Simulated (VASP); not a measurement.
VB4Os: single point with PBE

The system is VB4Os.

```xyz
6
Lattice="2.6965 -0.0197 0.0063 -1.3653 2.6235 0.1426 0.0163 0.4358 7.5586" Properties=species:S:1:pos:R:3 pbc="T T T"
V    -1.3431    3.0532    7.6810
B     1.3435    2.8956    5.5024
B     0.0051    2.1095    6.1272
B    -0.0168    1.8306    1.6378
B     2.6862    0.1095    2.2166
Os    0.0101    1.9619    3.8791
```

The cell comes from a database or a generator and needn't be the stable form of this composition.

The cell isn't the ideal one: cell sheared at random, sigma 0.06, atoms nudged by 0.01 Å.

- Program: VASP 6.6.1
- Task: single point
- Functional: PBE
- Potentials or basis: VASP PAW PBE potentials, release 64 (V_sv, B, Os)
- Cutoff: 520 eV
- k mesh: 11 × 10 × 4
- Occupations: fermi-dirac, width 0.05 eV
- Spin: collinear spin, ferromagnetic start
- Starting moments: [2.0, 0.0, 0.0, 0.0, 0.0, 1.0] μB

```yaml
Pressure: 5.5 GPa
Largest_force: 1.366 eV/Å
Band_gap_on_the_k_mesh: none (metal or under the smearing width)
Net_moment: 0.00 μB per cell
Valence_electrons_inside_the_program's_atomic_spheres: V 11.73; B 1.98, 2.00, 1.96; Os 7.65
```

Forces on the atoms (eV/Å):
```
V   -0.030  0.142  0.029
B    0.314  1.234 -0.494
B   -0.248 -1.165  0.253
B   -0.036 -0.516  0.353
B    0.417  0.490 -0.605
Os  -0.418 -0.186  0.465
```

Stress tensor (GPa, compression positive):
```
 30.29   3.14  -1.94
  3.14  -9.62 -23.41
 -1.94 -23.41  -4.04
```

Levels at points of the mesh, in eV from the Fermi level:
Spin up:
```
           k point  band 12  band 13  band 14  band 15  band 16  band 17  band 18  band 19  band 20  band 21
(0.00, 0.00, 0.00)    -2.44    -2.30    -1.81    -0.90     0.34     0.36     0.97     1.63     2.66     3.54
(0.00, 0.50, 0.00)    -3.25    -2.89    -2.04    -1.41    -0.52     0.28     1.04     2.18     2.54     3.04
(0.00, 0.00, 0.50)    -2.46    -2.08    -1.76    -0.72    -0.04     0.38     0.71     2.15     3.14     3.33
(0.00, 0.50, 0.50)    -3.38    -3.10    -2.16    -1.40    -0.73     0.90     1.99     2.03     2.67     2.95
```
Spin down:
| k point | band 12 | band 13 | band 14 | band 15 | band 16 | band 17 | band 18 | band 19 | band 20 | band 21 |
| --- | --- | --- | --- | --- | --- | --- | --- | --- | --- | --- |
| (0.00, 0.00, 0.00) | -2.44 | -2.30 | -1.81 | -0.90 | 0.34 | 0.36 | 0.97 | 1.63 | 2.66 | 3.54 |
| (0.00, 0.50, 0.00) | -3.25 | -2.89 | -2.04 | -1.41 | -0.52 | 0.28 | 1.04 | 2.18 | 2.54 | 3.04 |
| (0.00, 0.00, 0.50) | -2.46 | -2.08 | -1.76 | -0.72 | -0.04 | 0.38 | 0.71 | 2.15 | 3.14 | 3.33 |
| (0.00, 0.50, 0.50) | -3.38 | -3.10 | -2.16 | -1.40 | -0.73 | 0.90 | 1.99 | 2.03 | 2.67 | 2.95 |

It took 14 min on 1 thread of AMD EPYC 7R43 64-Core Processor (Zen 3) (shared host), peak memory 0.56 GiB.

Caveat: forces of over 1 eV/Å show positions far from the minimum, so gaps and moduli don't describe the material at rest. The run has no spin-orbit coupling, so splittings on Os are missing.
